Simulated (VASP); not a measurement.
Data:

```xyz
3
Lattice="0.0000 2.8007 2.8007 2.8007 0.0000 2.8007 2.8007 2.8007 0.0000" Properties=species:S:1:pos:R:3 pbc="T T T"
Al     1.4004     1.4004     1.4004
Al     4.2011     4.2011     4.2011
Pt     0.0000     0.0000     0.0000
```

The numbers are results of PBEsol GGA, VASP's PBE PAW potentials (set 64) (plane waves; VASP), not measurements. Numerical set-up: 500 eV cut-off, 9×9×9 Γ-centred mesh, first-order Methfessel-Paxton smearing of 0.10 eV, potentials Al Pt.

Energy and stress use the plane-wave basis of the starting cell.

Task: The ions, cell shape and volume at an external pressure of 45.0 GPa are relaxed. Which structure does the run end with?

Result: 
```xyz
3
Lattice="0.0000 2.7526 2.7526 2.7526 0.0000 2.7526 2.7526 2.7526 0.0000" Properties=species:S:1:pos:R:3 pbc="T T T"
Al     1.3763     1.3763     1.3763
Al     4.1289     4.1289     4.1289
Pt     2.7526     2.7526     0.0000
```
Space group Fm-3m (225), at a tolerance of 0.03 Å.

Task: How do energy and volume change from the first to the last step?

Result: The energy (σ→0) changes by +172.0 meV/atom and the volume by -5.1 %, in 4 ionic steps.

The compound is PtAl2 in the fluorite structure. This run relaxes it under an external pressure of 45 GPa. Symmetry was kept, so distortions that lower it aren't found.
